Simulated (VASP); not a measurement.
## YPt under strain

How does the pressure of YPt answer to a change of volume? The bands are shown for each cell. All runs use PBEsol. Left out of this account: at least 1 further run (self-consistent run: a reference on another mesh). The start is a computed cell from the Materials Project.

Method: PBEsol; plane waves and PAW (Y_sv, Pt), in VASP 6.6.1.

Report form: the programs' logs are mostly left out.

### Step 1. Set-up

It takes space group Pnma (No. 62, orthorhombic). The conventional cell has a = 7.046 Å, b = 4.514 Å, c = 5.552 Å, α = 90.00°, β = 90.00°, γ = 90.00°. Y has 7 Pt at 2.87 to 3.02 Å nearest. Pt has 7 Y at 2.87 to 3.02 Å and 2 Pt at 2.89 Å nearest. Farther neighbours are not listed.

Coordinates:

```xyz
8
Lattice="7.0462 0.0000 0.0000 0.0000 4.5137 0.0000 0.0000 0.0000 5.5521" Properties=species:S:1:pos:R:3 pbc="T T T"
Y     1.2823    1.1284    3.5513
Y     5.7640    3.3853    2.0008
Y     2.2408    3.3853    0.7753
Y     4.8054    1.1284    4.7769
Pt    0.3019    1.1284    0.8488
Pt    6.7444    3.3853    4.7033
Pt    3.2213    3.3853    3.6249
Pt    3.8250    1.1284    1.9273
```

### Step 2. Bands, cell as listed

The mesh alone shows little of the dispersion and can miss band extrema, so KPOINTS_OPT adds a path through the symmetry points after the self-consistent cycle. PBEsol restores the gradient expansion of exchange and is tuned for the cells of solids.

INCAR

```
SYSTEM = YPt
PREC = Accurate
ENCUT = 400
EDIFF = 1E-06
NELM = 100
ISMEAR = -1
SIGMA = 0.05
LREAL = .FALSE.
ALGO = Normal
GGA = PS
NBANDS = 64
LASPH = .TRUE.
LORBIT = 11
LWAVE = .FALSE.
LCHARG = .FALSE.
KPAR = 8
```

POSCAR

```
YPt
1.0
    7.0462340500      0.0000000000      0.0000000000
    0.0000000000      4.5136933400      0.0000000000
    0.0000000000      0.0000000000      5.5521317500
Y Pt
4 4
Direct
    0.1819799900      0.2500000000      0.6396335300
    0.8180200100      0.7500000000      0.3603664700
    0.3180200100      0.7500000000      0.1396335300
    0.6819799900      0.2500000000      0.8603664700
    0.0428388100      0.2500000000      0.1528810400
    0.9571611900      0.7500000000      0.8471189600
    0.4571611900      0.7500000000      0.6528810400
    0.5428388100      0.2500000000      0.3471189600
```

KPOINTS

```
Automatic mesh
0
Gamma
5 7 6
0 0 0
```

KPOINTS_OPT

```
Line mode
12
Line-mode
Reciprocal
  0.00000000   0.00000000   0.00000000 GAMMA
  0.00000000   0.50000000   0.00000000 X

  0.00000000   0.50000000   0.00000000 X
  0.00000000   0.50000000   0.50000000 S

  0.00000000   0.50000000   0.50000000 S
  0.00000000   0.00000000   0.50000000 Y

  0.00000000   0.00000000   0.50000000 Y
  0.00000000   0.00000000   0.00000000 GAMMA

  0.00000000   0.00000000   0.00000000 GAMMA
  0.50000000   0.00000000   0.00000000 Z

  0.50000000   0.00000000   0.00000000 Z
  0.50000000   0.50000000   0.00000000 U

  0.50000000   0.50000000   0.00000000 U
  0.50000000   0.50000000   0.50000000 R

  0.50000000   0.50000000   0.50000000 R
  0.50000000   0.00000000   0.50000000 T

  0.50000000   0.00000000   0.50000000 T
  0.50000000   0.00000000   0.00000000 Z

  0.00000000   0.00000000   0.50000000 Y
  0.50000000   0.00000000   0.50000000 T

  0.50000000   0.50000000   0.00000000 U
  0.00000000   0.50000000   0.00000000 X

  0.00000000   0.50000000   0.50000000 S
  0.50000000   0.50000000   0.50000000 R
```

The projector-augmented-wave data sets are Y_sv and Pt (PBE family, release 64).

The run is started by

```
> mpirun -np 8 vasp_std
```

The job ended after 85 s (8 MPI ranks of Intel Xeon 6975P-C (Granite Rapids), shared host; peak memory 5 GiB; 9.5 min of CPU time).

Spin-orbit coupling is off here; it can split and shift levels that hold much weight on Y and Pt by tenths of an eV or more. The PAW data sets were made with PBE, which is usual practice but a small mismatch for other functionals. At this level the cell is under a tension of 3.5 GPa, so at these settings it is away from equilibrium.

This step gave:

```
SCF cycles                             : 14
electrons                              : 84
bands                                  : 64
irreducible k-points                   : 48
symmetry operations                    : 8
free energy (TOTEN)                    : -64.9607 eV
energy at zero smearing                : -64.9421 eV
Fermi energy                           : 6.009 eV
pressure                               : -3.451 GPa
metallic, judged on the points sampled : yes
```

The electronic bands at the labelled points (eV, zero at the Fermi level; # counts the bands kept in this run):

```
          point    #23    #24    #25    #26    #27    #28   #29   #30
              Γ  -1.92  -1.69  -0.69  -0.37  -0.28   0.05  1.41  1.66
0.55 of the way  -1.71  -1.43  -0.75  -0.08  -0.01   0.66  0.73  0.81
              X  -1.91  -1.91   0.03   0.03   0.31   0.31  0.84  0.84
0.55 of the way  -1.79  -1.79  -0.72  -0.72   0.21   0.21  0.96  0.96
              S  -1.77  -1.77  -1.02  -1.02   0.47   0.47  0.58  0.58
0.55 of the way  -1.44  -1.44  -0.66  -0.66  -0.01  -0.01  0.93  0.93
              Y  -1.52  -1.52  -0.57  -0.57   0.18   0.18  1.08  1.08
0.45 of the way  -1.65  -1.61  -1.27  -0.46  -0.27   1.11  1.11  1.19
              Γ  -1.92  -1.69  -0.69  -0.37  -0.28   0.05  1.41  1.66
0.45 of the way  -1.87  -1.70  -0.50  -0.05   0.12   0.29  1.40  1.53
              Z  -1.75  -1.75   0.19   0.19   0.70   0.70  1.10  1.10
0.55 of the way  -1.81  -1.81  -0.37  -0.37   0.86   0.86  1.03  1.03
              U  -2.13  -2.13   0.37   0.37   0.37   0.37  1.25  1.25
0.55 of the way  -2.08  -2.08  -0.21  -0.21  -0.21  -0.21  1.54  1.54
              R  -2.01  -2.01  -0.70  -0.70  -0.70  -0.70  1.79  1.79
0.45 of the way  -2.13  -2.13  -0.76  -0.76   0.25   0.25  1.27  1.27
              T  -2.18  -2.18   0.38   0.38   0.78   0.78  1.16  1.16
0.55 of the way  -1.89  -1.89   0.29   0.29   0.52   0.52  1.11  1.11
              Z  -1.75  -1.75   0.19   0.19   0.70   0.70  1.10  1.10
      jump to Y  -1.52  -1.52  -0.57  -0.57   0.18   0.18  1.08  1.08
0.45 of the way  -1.97  -1.97   0.14   0.14   0.26   0.26  1.06  1.06
              T  -2.18  -2.18   0.38   0.38   0.78   0.78  1.16  1.16
      jump to U  -2.13  -2.13   0.37   0.37   0.37   0.37  1.25  1.25
0.45 of the way  -2.08  -2.08   0.29   0.29   0.36   0.36  0.92  0.92
              X  -1.91  -1.91   0.03   0.03   0.31   0.31  0.84  0.84
      jump to S  -1.77  -1.77  -1.02  -1.02   0.47   0.47  0.58  0.58
```

Of the projections kept (Y, Pt), the largest for each band there, as a share of the weight inside these atoms' spheres; weight between the spheres isn't counted:

| point | #23 | #24 | #25 | #26 | #27 | #28 | #29 | #30 |
| --- | --- | --- | --- | --- | --- | --- | --- | --- |
| Γ | Pt 0.93 | Pt 0.72 | Y 0.51 | Pt 0.51 | Y 0.68 | Y 0.60 | Y 0.61 | Y 0.68 |
| X | Pt 0.84 | Pt 0.84 | Y 0.60 | Y 0.60 | Y 0.59 | Y 0.59 | Y 0.67 | Y 0.67 |
| S | Pt 0.82 | Pt 0.82 | Pt 0.66 | Pt 0.66 | Y 0.63 | Y 0.63 | Y 0.58 | Y 0.58 |
| Y | Pt 0.82 | Pt 0.82 | Pt 0.56 | Pt 0.56 | Y 0.68 | Y 0.68 | Y 0.62 | Y 0.62 |
| Γ | Pt 0.93 | Pt 0.72 | Y 0.51 | Pt 0.51 | Y 0.68 | Y 0.60 | Y 0.61 | Y 0.68 |
| Z | Pt 0.74 | Pt 0.74 | Y 0.51 | Y 0.51 | Y 0.66 | Y 0.66 | Y 0.63 | Y 0.63 |

Force by atom:

| atom | x (eV/Å) | y (eV/Å) | z (eV/Å) | size |
| --- | --- | --- | --- | --- |
| Y1 | 0.0127 | 0.0000 | 0.0187 | 0.0226 |
| Y2 | -0.0127 | 0.0000 | -0.0187 | 0.0226 |
| Y3 | -0.0127 | 0.0000 | 0.0187 | 0.0226 |
| Y4 | 0.0127 | 0.0000 | -0.0187 | 0.0226 |
| Pt5 | -0.0364 | 0.0000 | -0.0756 | 0.0839 |
| Pt6 | 0.0364 | 0.0000 | 0.0756 | 0.0839 |
| Pt7 | 0.0364 | 0.0000 | -0.0756 | 0.0839 |
| Pt8 | -0.0364 | 0.0000 | 0.0756 | 0.0839 |

There is no gap at this level.

### Step 3. Bands, volume times 1.04

The cell is expanded evenly, with fractional positions held.

INCAR is that of step 2.

Changes to POSCAR since step 2:

```diff
@@ -2,5 +2,5 @@
 1.0
-    7.0462340500      0.0000000000      0.0000000000
-    0.0000000000      4.5136933400      0.0000000000
-    0.0000000000      0.0000000000      5.5521317500
+    7.1389582893      0.0000000000      0.0000000000
+    0.0000000000      4.5730908534      0.0000000000
+    0.0000000000      0.0000000000      5.6251944938
 Y Pt
```

KPOINTS is that of step 2.

KPOINTS_OPT is that of step 2.

The run is started by

```
> mpirun -np 8 vasp_std
```

It took 85 s on 8 MPI ranks; peak memory 5.1 GiB.

This step gave:

```yaml
free_energy_toten: -64.7264 eV
energy_at_zero_smearing: -64.7066 eV
fermi_energy: 5.654 eV
pressure: -7.157 GPa
```

Electronic bands along the path, in eV, zero at the Fermi level; # counts the bands kept in this run:

```
          point    #23    #24    #25    #26    #27    #28   #29   #30
              Γ  -1.86  -1.66  -0.67  -0.34  -0.23   0.07  1.34  1.62
0.45 of the way  -1.72  -1.43  -0.88  -0.15   0.23   0.54  0.64  0.82
              X  -1.86  -1.86   0.02   0.02   0.29   0.29  0.82  0.82
0.55 of the way  -1.74  -1.74  -0.71  -0.71   0.22   0.22  0.90  0.90
              S  -1.73  -1.73  -1.00  -1.00   0.44   0.44  0.56  0.56
0.45 of the way  -1.46  -1.46  -0.62  -0.62  -0.13  -0.13  0.91  0.91
              Y  -1.50  -1.50  -0.57  -0.57   0.20   0.20  1.06  1.06
0.45 of the way  -1.62  -1.56  -1.27  -0.42  -0.22   1.08  1.10  1.14
              Γ  -1.86  -1.66  -0.67  -0.34  -0.23   0.07  1.34  1.62
0.45 of the way  -1.82  -1.66  -0.50  -0.02   0.12   0.28  1.34  1.49
              Z  -1.70  -1.70   0.16   0.16   0.69   0.69  1.07  1.07
0.45 of the way  -1.75  -1.75  -0.31  -0.31   0.84   0.84  1.02  1.02
              U  -2.05  -2.05   0.37   0.37   0.37   0.37  1.21  1.21
0.55 of the way  -2.01  -2.01  -0.22  -0.22  -0.22  -0.22  1.49  1.49
              R  -1.95  -1.95  -0.70  -0.70  -0.70  -0.70  1.74  1.74
0.55 of the way  -2.15  -2.15  -0.54  -0.54   0.40   0.40  1.19  1.19
              T  -2.11  -2.11   0.39   0.39   0.78   0.78  1.13  1.13
0.55 of the way  -1.85  -1.85   0.28   0.28   0.52   0.52  1.08  1.08
              Z  -1.70  -1.70   0.16   0.16   0.69   0.69  1.07  1.07
      jump to Y  -1.50  -1.50  -0.57  -0.57   0.20   0.20  1.06  1.06
0.45 of the way  -1.91  -1.91   0.13   0.13   0.28   0.28  1.03  1.03
              T  -2.11  -2.11   0.39   0.39   0.78   0.78  1.13  1.13
      jump to U  -2.05  -2.05   0.37   0.37   0.37   0.37  1.21  1.21
0.45 of the way  -2.01  -2.01   0.27   0.27   0.35   0.35  0.90  0.90
              X  -1.86  -1.86   0.02   0.02   0.29   0.29  0.82  0.82
      jump to S  -1.73  -1.73  -1.00  -1.00   0.44   0.44  0.56  0.56
```

Of the projections kept (Y, Pt), the largest for each band there, as a share of the weight inside these atoms' spheres; weight between the spheres isn't counted:

| point | #23 | #24 | #25 | #26 | #27 | #28 | #29 | #30 |
| --- | --- | --- | --- | --- | --- | --- | --- | --- |
| Γ | Pt 0.94 | Pt 0.73 | Y 0.50 | Pt 0.51 | Y 0.69 | Y 0.60 | Y 0.61 | Y 0.68 |
| X | Pt 0.85 | Pt 0.85 | Y 0.60 | Y 0.60 | Y 0.59 | Y 0.59 | Y 0.67 | Y 0.67 |
| S | Pt 0.83 | Pt 0.83 | Pt 0.67 | Pt 0.67 | Y 0.63 | Y 0.63 | Y 0.58 | Y 0.58 |
| Y | Pt 0.83 | Pt 0.83 | Pt 0.57 | Pt 0.57 | Y 0.69 | Y 0.69 | Y 0.63 | Y 0.63 |
| Γ | Pt 0.94 | Pt 0.73 | Y 0.50 | Pt 0.51 | Y 0.69 | Y 0.60 | Y 0.61 | Y 0.68 |
| Z | Pt 0.75 | Pt 0.75 | Y 0.51 | Y 0.51 | Y 0.66 | Y 0.66 | Y 0.63 | Y 0.63 |

Force by atom:

| atom | x (eV/Å) | y (eV/Å) | z (eV/Å) | size |
| --- | --- | --- | --- | --- |
| Y1 | 0.039 | 0.000 | 0.009 | 0.040 |
| Y2 | -0.039 | 0.000 | -0.009 | 0.040 |
| Y3 | -0.039 | 0.000 | 0.009 | 0.040 |
| Y4 | 0.039 | 0.000 | -0.009 | 0.040 |
| Pt5 | -0.049 | 0.000 | -0.129 | 0.138 |
| Pt6 | 0.049 | 0.000 | 0.129 | 0.138 |
| Pt7 | 0.049 | 0.000 | -0.129 | 0.138 |
| Pt8 | -0.049 | 0.000 | 0.129 | 0.138 |

 The pressure is -7.16 GPa.

Between step 2 and this run (cell volume +4.0 %) the value for the pressure moves from -3.45 GPa to -7.16 GPa.

### Step 4. Bands, volume times 1.08

INCAR is that of step 3.

Changes to POSCAR since step 3:

```diff
@@ -2,5 +2,5 @@
 1.0
-    7.1389582893      0.0000000000      0.0000000000
-    0.0000000000      4.5730908534      0.0000000000
-    0.0000000000      0.0000000000      5.6251944938
+    7.2293344441      0.0000000000      0.0000000000
+    0.0000000000      4.6309842252      0.0000000000
+    0.0000000000      0.0000000000      5.6964070472
 Y Pt
```

KPOINTS is that of step 3.

KPOINTS_OPT is that of step 3.

The run is started by

```
> mpirun -np 8 vasp_std
```

Wall time 85 s (8 MPI ranks); peak memory 5.2 GiB.

This step gave:

* SCF cycles: 15
* free energy (TOTEN): -64.3457 eV
* energy at zero smearing: -64.3247 eV
* Fermi energy: 5.325 eV
* pressure: -10.12 GPa

Electronic bands along the path, in eV, zero at the Fermi level; # counts the bands kept in this run:

| point | #23 | #24 | #25 | #26 | #27 | #28 | #29 | #30 |
| --- | --- | --- | --- | --- | --- | --- | --- | --- |
| Γ | -1.80 | -1.62 | -0.65 | -0.32 | -0.18 | 0.08 | 1.28 | 1.58 |
| 0.55 of the way | -1.65 | -1.41 | -0.74 | -0.04 | -0.04 | 0.64 | 0.67 | 0.78 |
| X | -1.81 | -1.81 | 0.00 | 0.00 | 0.28 | 0.28 | 0.80 | 0.80 |
| 0.55 of the way | -1.70 | -1.70 | -0.70 | -0.70 | 0.22 | 0.22 | 0.85 | 0.85 |
| S | -1.68 | -1.68 | -0.98 | -0.98 | 0.41 | 0.41 | 0.54 | 0.54 |
| 0.45 of the way | -1.44 | -1.44 | -0.61 | -0.61 | -0.14 | -0.14 | 0.89 | 0.89 |
| Y | -1.48 | -1.48 | -0.57 | -0.57 | 0.22 | 0.22 | 1.04 | 1.04 |
| 0.45 of the way | -1.60 | -1.52 | -1.27 | -0.39 | -0.17 | 1.04 | 1.09 | 1.09 |
| Γ | -1.80 | -1.62 | -0.65 | -0.32 | -0.18 | 0.08 | 1.28 | 1.58 |
| 0.45 of the way | -1.77 | -1.63 | -0.49 | 0.01 | 0.13 | 0.27 | 1.29 | 1.45 |
| Z | -1.66 | -1.66 | 0.13 | 0.13 | 0.67 | 0.67 | 1.03 | 1.03 |
| 0.45 of the way | -1.71 | -1.71 | -0.30 | -0.30 | 0.83 | 0.83 | 0.99 | 0.99 |
| U | -1.99 | -1.99 | 0.36 | 0.36 | 0.36 | 0.36 | 1.18 | 1.18 |
| 0.45 of the way | -1.96 | -1.96 | -0.08 | -0.08 | -0.08 | -0.08 | 1.37 | 1.37 |
| R | -1.89 | -1.89 | -0.71 | -0.71 | -0.71 | -0.71 | 1.68 | 1.68 |
| 0.45 of the way | -2.02 | -2.02 | -0.74 | -0.74 | 0.25 | 0.25 | 1.21 | 1.21 |
| T | -2.04 | -2.04 | 0.40 | 0.40 | 0.78 | 0.78 | 1.10 | 1.10 |
| 0.45 of the way | -1.86 | -1.86 | 0.36 | 0.36 | 0.48 | 0.48 | 1.06 | 1.06 |
| Z | -1.66 | -1.66 | 0.13 | 0.13 | 0.67 | 0.67 | 1.03 | 1.03 |
| jump to Y | -1.48 | -1.48 | -0.57 | -0.57 | 0.22 | 0.22 | 1.04 | 1.04 |
| 0.55 of the way | -1.93 | -1.93 | 0.30 | 0.30 | 0.32 | 0.32 | 1.00 | 1.00 |
| T | -2.04 | -2.04 | 0.40 | 0.40 | 0.78 | 0.78 | 1.10 | 1.10 |
| jump to U | -1.99 | -1.99 | 0.36 | 0.36 | 0.36 | 0.36 | 1.18 | 1.18 |
| 0.45 of the way | -1.95 | -1.95 | 0.26 | 0.26 | 0.33 | 0.33 | 0.88 | 0.88 |
| X | -1.81 | -1.81 | 0.00 | 0.00 | 0.28 | 0.28 | 0.80 | 0.80 |
| jump to S | -1.68 | -1.68 | -0.98 | -0.98 | 0.41 | 0.41 | 0.54 | 0.54 |

Of the projections kept (Y, Pt), the largest for each band there, as a share of the weight inside these atoms' spheres; weight between the spheres isn't counted:

```
point      #23      #24      #25      #26     #27     #28     #29     #30
    Γ  Pt 0.94  Pt 0.74   Y 0.50  Pt 0.51  Y 0.70  Y 0.60  Y 0.61  Y 0.68
    X  Pt 0.86  Pt 0.86   Y 0.59   Y 0.59  Y 0.59  Y 0.59  Y 0.67  Y 0.67
    S  Pt 0.84  Pt 0.84  Pt 0.67  Pt 0.67  Y 0.63  Y 0.63  Y 0.58  Y 0.58
    Y  Pt 0.84  Pt 0.84  Pt 0.57  Pt 0.57  Y 0.69  Y 0.69  Y 0.63  Y 0.63
    Γ  Pt 0.94  Pt 0.74   Y 0.50  Pt 0.51  Y 0.70  Y 0.60  Y 0.61  Y 0.68
    Z  Pt 0.76  Pt 0.76   Y 0.51   Y 0.51  Y 0.67  Y 0.67  Y 0.63  Y 0.63
```

Force by atom:

| atom | x (eV/Å) | y (eV/Å) | z (eV/Å) | size |
| --- | --- | --- | --- | --- |
| Y1 | 0.060 | 0.000 | 0.000 | 0.060 |
| Y2 | -0.060 | 0.000 | 0.000 | 0.060 |
| Y3 | -0.060 | 0.000 | 0.000 | 0.060 |
| Y4 | 0.060 | 0.000 | 0.000 | 0.060 |
| Pt5 | -0.056 | 0.000 | -0.165 | 0.174 |
| Pt6 | 0.056 | 0.000 | 0.165 | 0.174 |
| Pt7 | 0.056 | 0.000 | -0.165 | 0.174 |
| Pt8 | -0.056 | 0.000 | 0.165 | 0.174 |

 The pressure is -10.12 GPa.

For the pressure, step 2 gave -3.45 GPa; this run, with cell volume +8.0 %, gives -10.1 GPa.

### Step 5. Bands, sheared, principal strains -1.5, +0.2, +1.3 %

The first cell is sheared at its own volume, which lowers its symmetry.

INCAR is that of step 4.

Changes to POSCAR since step 4:

```diff
@@ -2,5 +2,5 @@
 1.0
-    7.2293344441      0.0000000000      0.0000000000
-    0.0000000000      4.6309842252      0.0000000000
-    0.0000000000      0.0000000000      5.6964070472
+    7.0800950000     -0.0046240000      0.0348700000
+   -0.0029620000      4.4481520000     -0.0184830000
+    0.0274760000     -0.0227350000      5.6072280000
 Y Pt
```

KPOINTS is that of step 4.

KPOINTS_OPT

```
Line mode
12
Line-mode
Reciprocal
  0.00000000  -0.50000000   0.00000000 X
  0.00000000   0.00000000   0.00000000 GAMMA

  0.00000000   0.00000000   0.00000000 GAMMA
  0.50000000   0.00000000   0.00000000 Y

  0.50000000  -0.50000000   0.00000000 L
  0.00000000   0.00000000   0.00000000 GAMMA

  0.00000000   0.00000000   0.00000000 GAMMA
  0.00000000   0.00000000   0.50000000 Z

  0.00000000  -0.50000000   0.50000000 N
  0.00000000   0.00000000   0.00000000 GAMMA

  0.00000000   0.00000000   0.00000000 GAMMA
  0.50000000   0.00000000   0.50000000 M

  0.50000000  -0.50000000   0.50000000 R
  0.00000000   0.00000000   0.00000000 GAMMA
```

The run is started by

```
> mpirun -np 8 vasp_std
```

It took 1.7 min on 8 MPI ranks; peak memory 8.4 GiB; 11 min of CPU time.

The path and its labels are those of the sheared lattice, so a letter need not mean the same point as in the unstrained cell.

This step gave:

| Property | Result |
| --- | --- |
| irreducible k-points | 106 |
| symmetry operations | 2 |
| free energy (TOTEN) | -64.9480 eV |
| energy at zero smearing | -64.9268 eV |
| Fermi energy | 6.020 eV |
| pressure | -3.272 GPa |

Electronic bands along the path, in eV, zero at the Fermi level; # counts the bands kept in this run:

| point | #23 | #24 | #25 | #26 | #27 | #28 | #29 | #30 |
| --- | --- | --- | --- | --- | --- | --- | --- | --- |
| X | -1.96 | -1.96 | 0.04 | 0.05 | 0.28 | 0.28 | 0.80 | 0.81 |
| 0.45 of the way | -1.73 | -1.41 | -0.73 | -0.07 | 0.03 | 0.62 | 0.67 | 0.81 |
| Γ | -1.96 | -1.71 | -0.74 | -0.35 | -0.19 | -0.01 | 1.31 | 1.71 |
| 0.55 of the way | -1.85 | -1.72 | -0.41 | 0.09 | 0.15 | 0.44 | 1.35 | 1.51 |
| Y | -1.76 | -1.75 | 0.12 | 0.15 | 0.83 | 0.83 | 1.07 | 1.09 |
| jump to L | -2.11 | -2.10 | 0.33 | 0.37 | 0.37 | 0.40 | 1.16 | 1.19 |
| 0.55 of the way | -1.84 | -1.53 | -0.58 | 0.06 | 0.07 | 0.67 | 0.75 | 1.02 |
| Γ | -1.96 | -1.71 | -0.74 | -0.35 | -0.19 | -0.01 | 1.31 | 1.71 |
| 0.55 of the way | -1.69 | -1.60 | -1.33 | -0.44 | -0.18 | 1.02 | 1.10 | 1.21 |
| Z | -1.57 | -1.56 | -0.62 | -0.59 | 0.25 | 0.26 | 1.00 | 1.01 |
| jump to N | -1.79 | -1.76 | -1.10 | -1.09 | 0.39 | 0.43 | 0.58 | 0.61 |
| 0.55 of the way | -1.79 | -1.50 | -1.00 | -0.38 | 0.06 | 0.23 | 0.92 | 1.18 |
| Γ | -1.96 | -1.71 | -0.74 | -0.35 | -0.19 | -0.01 | 1.31 | 1.71 |
| 0.55 of the way | -1.90 | -1.85 | -0.51 | 0.09 | 0.37 | 0.77 | 1.04 | 1.26 |
| M | -2.16 | -2.14 | 0.47 | 0.48 | 0.72 | 0.76 | 1.10 | 1.12 |
| jump to R | -2.01 | -2.00 | -0.74 | -0.71 | -0.70 | -0.68 | 1.73 | 1.75 |
| 0.45 of the way | -1.82 | -1.68 | -1.03 | -0.46 | 0.35 | 0.58 | 0.76 | 1.06 |
| Γ | -1.96 | -1.71 | -0.74 | -0.35 | -0.19 | -0.01 | 1.31 | 1.71 |

Of the projections kept (Y, Pt), the largest for each band there, as a share of the weight inside these atoms' spheres; weight between the spheres isn't counted:

```
point      #23      #24      #25      #26     #27     #28     #29     #30
    X  Pt 0.83  Pt 0.83   Y 0.60   Y 0.60  Y 0.59  Y 0.59  Y 0.67  Y 0.67
    Γ  Pt 0.93  Pt 0.72   Y 0.50  Pt 0.52  Y 0.68  Y 0.59  Y 0.61  Y 0.67
    Y  Pt 0.75  Pt 0.74   Y 0.52   Y 0.51  Y 0.66  Y 0.66  Y 0.61  Y 0.63
    L  Pt 0.88  Pt 0.88   Y 0.63   Y 0.63  Y 0.63  Y 0.63  Y 0.66  Y 0.66
    Γ  Pt 0.93  Pt 0.72   Y 0.50  Pt 0.52  Y 0.68  Y 0.59  Y 0.61  Y 0.67
    Z  Pt 0.82  Pt 0.82  Pt 0.56  Pt 0.57  Y 0.68  Y 0.68  Y 0.63  Y 0.63
```

Force by atom:

```
atom  x (eV/Å)  y (eV/Å)  z (eV/Å)    size
  Y1   -0.0209    0.0026   -0.0062  0.0219
  Y2    0.0209   -0.0026    0.0062  0.0219
  Y3    0.0153    0.0029   -0.0072  0.0172
  Y4   -0.0153   -0.0029    0.0072  0.0172
 Pt5   -0.0217    0.0207   -0.0445  0.0537
 Pt6    0.0217   -0.0207    0.0445  0.0537
 Pt7    0.0168    0.0219   -0.0561  0.0625
 Pt8   -0.0168   -0.0219    0.0561  0.0625
```

 The pressure is -3.27 GPa, and the symmetry operations fall from 8 to 2.

(Part 1 of 2 ends here.)

[Lines on the potential files, build, host, timing and source positions are cut from VASP's logs without a mark.]

[Logs are printed without paths, hosts, clocks, repeated set-up lines and the standing remarks that a program may print on its own settings, such as how far it seeks lower states.]

[Hosts, paths, dates, database ids (printed as entryN), source tags and the programs' standing remarks are cut or masked in the printed files.]

[A measured line is paired with the nearest computed mode of its activity, which favours agreement.]

[In band tables of VASP the shares of atoms and orbitals are scaled to a sum of 1 inside the atoms' spheres.]
